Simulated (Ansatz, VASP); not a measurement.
**OsO3 in VASP and in Ansatz**

```
Os O
1.0
    -2.15839    2.15839    2.15839
     2.15839   -2.15839    2.15839
     2.15839    2.15839   -2.15839
Os O
1 3
Direct
  0.00000 0.00000 0.00000
  0.00000 0.50000 0.50000
  0.50000 0.00000 0.50000
  0.50000 0.50000 0.00000
```

Alike in both runs: task relaxation of cell and atoms; functional PBE; k mesh 6 × 6 × 6; occupations gaussian, width 0.1 eV; collinear spin.

|  | VASP | Ansatz |
| --- | --- | --- |
| version | VASP 6.6.1 | Ansatz 0.2.0 |
| potentials or method | VASP PAW PBE potentials, release 64 (Os, O) | scalar-relativistic, plane waves, PAW |
| plane-wave cutoff (eV) | 600 | 420 |
| valence electrons in the cell | 26 | 34 |

Ansatz gave:

| Item | Value |
| --- | --- |
| gap on the k mesh at the Fermi level, each at its own relaxed structure (eV) | none |
| net moment per atom (μB) | 0.00 |
| relaxed volume (Å³/atom) | 9.00 |
| relaxed cell length with the largest relative difference (Å) | 3.602 |
| energy change over the relaxation (meV/atom) | -83 |

Problem. Which values does VASP return?

Solution. gap on the k mesh at the Fermi level, each at its own relaxed structure (eV): none; net moment per atom (μB): 0.00; relaxed volume (Å³/atom): 9.05; relaxed cell length with the largest relative difference (Å): 3.610; energy change over the relaxation (meV/atom): -77.

A gap of «none» marks a metal or a gap that the smearing closes. The two sets of potentials don't hold the same shells in valence. Ansatz warned: «seeded_moment_not_kept».

Spin-orbit coupling is left out, which matters for the levels of Os.
